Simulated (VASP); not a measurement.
Input:

```
Te
1.0
    2.23887    -3.87784     0.00000
    2.23887     3.87784     0.00000
    0.00000     0.00000     6.13114
Te
3
Direct
  0.00000   0.27837   0.66667
  0.72163   0.72163   0.00000
  0.27837   0.00000   0.33333
```

All values below come from optB86b-vdW, VASP's PBE PAW potentials (set 64) (plane waves; VASP). Run with 520 eV cut-off, 6×6×4 Γ-centred mesh, Gaussian smearing of 0.050 eV, potentials Te.

The ions and cell shape at fixed volume are relaxed. Give the cell that the relaxation ends in.

```
Te
1.0
    2.26653    -3.92575     0.00000
    2.26653     3.92575     0.00000
    0.00000     0.00000     5.98239
Te
3
Direct
  0.00000   0.26858   0.66667
  0.73142   0.73142   0.00000
  0.26858   0.00000   0.33333
```
Space group P3_121 (152), at a tolerance of 0.03 Å.

How much energy does the relaxation gain?

The energy (σ→0) changes by -8.3 meV/atom, in 7 ionic steps.

```csv
step,E(σ→0) (eV),max force (eV/Å),pressure (GPa),volume (Å³)
1,-3.9322,0.216,-2.56,106.46
2,-3.9433,0.173,-2.26,106.46
3,-3.9565,0.044,-1.44,106.46
4,-3.9566,0.027,-1.34,106.46
5,-3.9566,0.032,-1.37,106.46
6,-3.9570,0.020,-1.35,106.46
7,-3.9572,0.002,-1.31,106.46
```

The compound is Te in the trig structure. This cell is one point of a volume scan, at 1.06 of the reference volume. Symmetry was kept, so distortions that lower it aren't found.
